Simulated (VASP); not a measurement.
Output of a VASP run:

File OUTCAR:
```
 ion  position               nearest neighbor table
   1  0.000  0.000  0.000-   2 2.48   2 2.48   2 2.48   2 2.48   2 2.48   2 2.48
   2  0.500  0.500  0.500-   1 2.48   1 2.48   1 2.48   1 2.48   1 2.48   1 2.48
  LATTYP: Found a face centered cubic cell.
 ALAT       =     4.9515800000
 Subroutine PRICEL returns:
 Original cell was already a primitive cell.
 Subroutine GETGRP returns: Found 48 space group operations
The static configuration has the point symmetry O_h .
The dynamic configuration has the point symmetry O_h .
The overall configuration has the point symmetry O_h .
 Subroutine INISYM returns: Found 48 space group operations
 Subroutine IBZKPT returns following result:
 Found     56 irreducible k-points:

 Following reciprocal coordinates:
            Coordinates               Weight
  0.000000  0.000000  0.000000      1.000000
  0.090909  0.000000  0.000000      8.000000
  0.181818  0.000000  0.000000      8.000000
  0.272727  0.000000  0.000000      8.000000
  0.363636  0.000000  0.000000      8.000000
  0.454545  0.000000  0.000000      8.000000
  0.090909  0.090909  0.000000      6.000000
  0.181818  0.090909  0.000000     24.000000
  0.272727  0.090909  0.000000     24.000000
  0.363636  0.090909  0.000000     24.000000
  0.454545  0.090909  0.000000     24.000000
 -0.454545  0.090909  0.000000     24.000000
 -0.363636  0.090909  0.000000     24.000000
 -0.272727  0.090909  0.000000     24.000000
 -0.181818  0.090909  0.000000     24.000000
 -0.090909  0.090909  0.000000     12.000000
  0.181818  0.181818  0.000000      6.000000
  0.272727  0.181818  0.000000     24.000000
  0.363636  0.181818  0.000000     24.000000
  0.454545  0.181818  0.000000     24.000000
 -0.454545  0.181818  0.000000     24.000000
 -0.363636  0.181818  0.000000     24.000000
 -0.272727  0.181818  0.000000     24.000000
 -0.181818  0.181818  0.000000     12.000000
  0.272727  0.272727  0.000000      6.000000
  0.363636  0.272727  0.000000     24.000000
  0.454545  0.272727  0.000000     24.000000
 -0.454545  0.272727  0.000000     24.000000
 -0.363636  0.272727  0.000000     24.000000
 -0.272727  0.272727  0.000000     12.000000
  0.363636  0.363636  0.000000      6.000000
  0.454545  0.363636  0.000000     24.000000
 -0.454545  0.363636  0.000000     24.000000
 -0.363636  0.363636  0.000000     12.000000
  0.454545  0.454545  0.000000      6.000000
 -0.454545  0.454545  0.000000     12.000000
  0.272727  0.181818  0.090909     24.000000
  0.363636  0.181818  0.090909     48.000000
  0.454545  0.181818  0.090909     48.000000
 -0.454545  0.181818  0.090909     48.000000
   k-points           NKPTS =     56   k-points in BZ     NKDIM =     56   number of bands    NBANDS=     12
   number of dos      NEDOS =    301   number of ions     NIONS =      2
   total plane-waves  NPLWV =  13824
   dimension x,y,z NGX =    24 NGY =   24 NGZ =   24
   dimension x,y,z NGXF=    48 NGYF=   48 NGZF=   48
   ions per type =               1   1
   PREC   = accura    normal or accurate (medium, high low for compatibility)
   ISTART =      0    job   : 0-new  1-cont  2-samecut
   ICHARG =      2    charge: 1-file 2-atom 10-const
   ISPIN  =      2    spin polarized calculation?
   LNONCOLLINEAR =      F non collinear calculations
   LSORBIT =      F    spin-orbit coupling
   INIWAV =      1    electr: 0-lowe 1-rand  2-diag
   ENCUT  =  400.0 eV  29.40 Ry    5.42 a.u.   5.71  5.71  5.71*2*pi/ulx,y,z
   NELM   =    100;   NELMIN=  2; NELMDL= -5     # of ELM steps
   EDIFF  = 0.1E-05   stopping-criterion for ELM
   LREAL  =      F    real-space projection
   NLSPLINE    = F    spline interpolate recip. space projectors
   LMAXMIX     =    4 max onsite mixed and CHGCAR
   VOSKOWN=      0    Vosko Wilk Nusair interpolation
   EDIFFG = -.1E-01   stopping-criterion for IOM
   NSW    =     60    number of steps for IOM
   NBLOCK =      1;   KBLOCK =     60    inner block; outer block
...
```

**OSZICAR**
```
...
DAV:   7    -0.204978879004E+02   -0.10857E-03   -0.19596E-03  3168   0.790E-01    0.139E-01
DAV:   8    -0.204977952998E+02    0.92601E-04   -0.13889E-03  3176   0.707E-01    0.469E-02
DAV:   9    -0.204978198769E+02   -0.24577E-04   -0.17598E-04  3120   0.242E-01    0.168E-02
DAV:  10    -0.204978274327E+02   -0.75559E-05   -0.47742E-06  2856   0.307E-02    0.126E-02
DAV:  11    -0.204978229280E+02    0.45047E-05   -0.31500E-06  1880   0.310E-02    0.435E-03
DAV:  12    -0.204978266623E+02   -0.37342E-05   -0.87902E-07  1420   0.116E-02    0.555E-04
DAV:  13    -0.204978265108E+02    0.15149E-06   -0.10532E-07  1400   0.484E-03
   3 F= -.20497827E+02 E0= -.20497552E+02  d E =-.255254E+00  mag=    -0.0000
       N       E                     dE             d eps       ncg     rms          rms(c)
DAV:   1    -0.205004831741E+02   -0.26565E-02   -0.26567E-02  2952   0.309E+00    0.501E-01
DAV:   2    -0.205049249384E+02   -0.44418E-02   -0.76827E-02  3104   0.510E+00    0.727E-01
DAV:   3    -0.204978249327E+02    0.71000E-02   -0.32833E-02  3032   0.335E+00    0.685E-02
DAV:   4    -0.204977807417E+02    0.44191E-04   -0.24247E-04  2840   0.122E-01    0.243E-02
DAV:   5    -0.204977814485E+02   -0.70678E-06   -0.25861E-05  3580   0.841E-02    0.824E-03
DAV:   6    -0.204977755791E+02    0.58694E-05   -0.27843E-06  2820   0.171E-02    0.331E-03
DAV:   7    -0.204977806986E+02   -0.51195E-05   -0.14425E-06  2056   0.125E-02    0.884E-04
DAV:   8    -0.204977783694E+02    0.23291E-05   -0.46591E-07  1372   0.796E-03    0.109E-03
DAV:   9    -0.204977788598E+02   -0.49037E-06   -0.53441E-08  1352   0.402E-03
   4 F= -.20497779E+02 E0= -.20497498E+02  d E =-.255206E+00  mag=     0.0000
       N       E                     dE             d eps       ncg     rms          rms(c)
DAV:   1    -0.205016191441E+02   -0.38408E-02   -0.37829E-02  2952   0.370E+00    0.588E-01
DAV:   2    -0.205076035860E+02   -0.59844E-02   -0.10644E-01  3112   0.597E+00    0.867E-01
DAV:   3    -0.204979100194E+02    0.96936E-02   -0.46270E-02  3008   0.394E+00    0.952E-02
DAV:   4    -0.204978077053E+02    0.10231E-03   -0.33774E-04  2952   0.211E-01    0.170E-02
DAV:   5    -0.204978040617E+02    0.36436E-05   -0.23781E-05  3796   0.693E-02    0.985E-03
DAV:   6    -0.204978082738E+02   -0.42121E-05   -0.29761E-06  2772   0.286E-02    0.504E-03
DAV:   7    -0.204978052440E+02    0.30297E-05   -0.13709E-06  1664   0.184E-02    0.792E-04
DAV:   8    -0.204978081515E+02   -0.29074E-05   -0.49132E-07  1344   0.774E-03    0.872E-04
DAV:   9    -0.204978077447E+02    0.40677E-06   -0.44965E-08  1344   0.263E-03
   5 F= -.20497808E+02 E0= -.20497534E+02  d E =-.288849E-04  mag=    -0.0000
       N       E                     dE             d eps       ncg     rms          rms(c)
DAV:   1    -0.204985292278E+02   -0.72108E-03   -0.68370E-03  2952   0.157E+00    0.253E-01
DAV:   2    -0.204996385894E+02   -0.11094E-02   -0.19550E-02  3112   0.257E+00    0.364E-01
DAV:   3    -0.204978485809E+02    0.17900E-02   -0.83549E-03  3032   0.168E+00    0.357E-02
DAV:   4    -0.204978371288E+02    0.11452E-04   -0.60186E-05  2840   0.635E-02    0.112E-02
DAV:   5    -0.204978389853E+02   -0.18565E-05   -0.59615E-06  2752   0.408E-02    0.395E-03
DAV:   6    -0.204978357842E+02    0.32011E-05   -0.79017E-07  1572   0.105E-02    0.145E-03
DAV:   7    -0.204978383830E+02   -0.25988E-05   -0.39705E-07  1344   0.746E-03    0.283E-04
DAV:   8    -0.204978373934E+02    0.98968E-06   -0.71245E-08  1344   0.270E-03
   6 F= -.20497837E+02 E0= -.20497561E+02  d E =-.585335E-04  mag=    -0.0000
```

File OUTCAR:
```
------------------------ aborting loop because EDIFF is reached ----------------------------------------
  FORCE on cell =-STRESS in cart. coord.  units (eV):
  Direction    XX          YY          ZZ          XY          YZ          ZX
  --------------------------------------------------------------------------------------
  Total        0.0035242      0.0035242      0.0035242      0.0000000      0.0000000     -0.0000000
  in kB        0.2170748      0.2170748      0.2170748      0.0000000      0.0000000     -0.0000000
  external PRESSURE =       0.2170748 kB  Pullay stress =       0.0000000 kB
  volume of cell :       26.01
      direct lattice vectors                 reciprocal lattice vectors
     0.000000000  2.351665621  2.351665621    -0.212615261  0.212615261  0.212615261
     2.351665621  0.000000000  2.351665621     0.212615261 -0.212615261  0.212615261
     2.351665621  2.351665621 -0.000000000     0.212615261  0.212615261 -0.212615261
 POSITION                                       TOTAL-FORCE (eV/Angst)
 -----------------------------------------------------------------------------------
      2.35167      0.00000      2.35167         0.000000     -0.000000      0.000000
      2.35167      2.35167      2.35167        -0.000000      0.000000     -0.000000
 -----------------------------------------------------------------------------------
    total drift:                               -0.000000     -0.000000      0.000000
  FREE ENERGIE OF THE ION-ELECTRON SYSTEM (eV)
  ---------------------------------------------------
  free  energy   TOTEN  =       -20.4978373934 eV

  energy  without entropy=      -20.4970080311  energy(sigma->0) =      -20.49756094

 total charge

# of ion       s       p       d       tot
------------------------------------------
    1        0.790   0.832   0.000   1.622
    2        0.575   0.493   8.494   9.563
--------------------------------------------------
tot          1.365   1.325   8.494  11.185

 magnetization (x)

# of ion       s       p       d       tot
------------------------------------------
    1       -0.000  -0.000   0.000  -0.000
    2       -0.000   0.000  -0.000  -0.000
--------------------------------------------------
tot         -0.000   0.000  -0.000  -0.000

 reached required accuracy - stopping structural energy minimisation
```
(Selected blocks of OUTCAR.)

POSCAR:
```
SiNi
1
    0.0000000000     2.4757900000     2.4757900000
    2.4757900000     0.0000000000     2.4757900000
    2.4757900000     2.4757900000     0.0000000000
Si Ni
1 1
Direct
  0.0000000000   0.0000000000   0.0000000000
  0.5000000000   0.5000000000   0.5000000000
```

Q: Reconstruct the remaining input files.

A: This is not unique; one that fits is the input of the run itself, r2SCAN meta-GGA, plane waves, VASP's PBE PAW potentials (set 64).

INCAR:
```
! general
SYSTEM  = SiNi
PREC    = Accurate
ENCUT   = 400
LREAL   = F   ! projection in real space or not
LASPH   = T

! electronic loop
EDIFF   = 1E-6
NELM    = 100   ! most electronic steps
ALGO    = Normal   ! blocked Davidson
LMAXMIX = 4
LMIXTAU = T

! smearing
ISMEAR  = 1
SIGMA   = 0.1

! functional
METAGGA = R2SCAN

! spin
ISPIN   = 2   ! spin-polarised
MAGMOM  = 0.0 2.0

! ions
IBRION  = 2   ! conjugate gradients
NSW     = 60   ! most ionic steps
ISIF    = 3   ! ions, shape and volume
EDIFFG  = -0.01   ! ionic stop

! output
LWAVE   = F
LCHARG  = F
LORBIT  = 10
```

KPOINTS:
```
K-points
0
G
11 11 11
```

POTCAR, in this order: Si Ni (PBE.64 set). Program: vasp_std.

Energy and stress use the plane-wave basis of the starting cell.

The structure was generated: SiNi was put into the rocksalt type (Fm-3m), which need not be its known phase. This run relaxes it. Symmetry was kept, so distortions that lower it aren't found.
